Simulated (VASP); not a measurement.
Given:

```xyz
12
Lattice="6.6267 0.0000 0.0000 0.0000 3.9051 0.0000 0.0000 0.0000 8.3577" Properties=species:S:1:pos:R:3 pbc="T T T"
Re     4.9055     0.9763     4.8486
Re     1.5921     0.9763     7.6879
Re     1.7212     2.9288     3.5090
Re     5.0346     2.9288     0.6698
Se     4.1548     0.9763     7.4810
Se     0.8415     0.9763     5.0556
Se     2.4719     2.9288     0.8767
Se     5.7852     2.9288     3.3021
Se     3.2179     0.9763     3.0110
Se     6.5312     0.9763     1.1679
Se     3.4088     2.9288     5.3467
Se     0.0955     2.9288     7.1898
```

Level of theory: PBEsol GGA, VASP's PBE PAW potentials (set 64) (plane waves; VASP). Numerical set-up: 400 eV cut-off, 5×9×4 Γ-centred mesh, tetrahedra with Blöchl corrections, potentials Re Se.

Unless said otherwise, spin-orbit coupling is left out, though it shifts the bands of the heavy elements here.

Q: Estimate the energy per atom (σ→0), band gap (on the k-mesh) with the smallest direct gap where there is one.

A: 
```json
{
  "band gap (on the k-mesh)": "none (metal, semimetal or under 0.01 eV)",
  "energy per atom (σ→0)": "-6.780 eV/atom"
}
```

Total energies compare only between runs with the same potentials, cut-off and functional.

The structure was generated: ReSe2 was put into the cotunnite type (Pnma), which need not be its known phase. It was relaxed first, which changed the volume by -13 %.
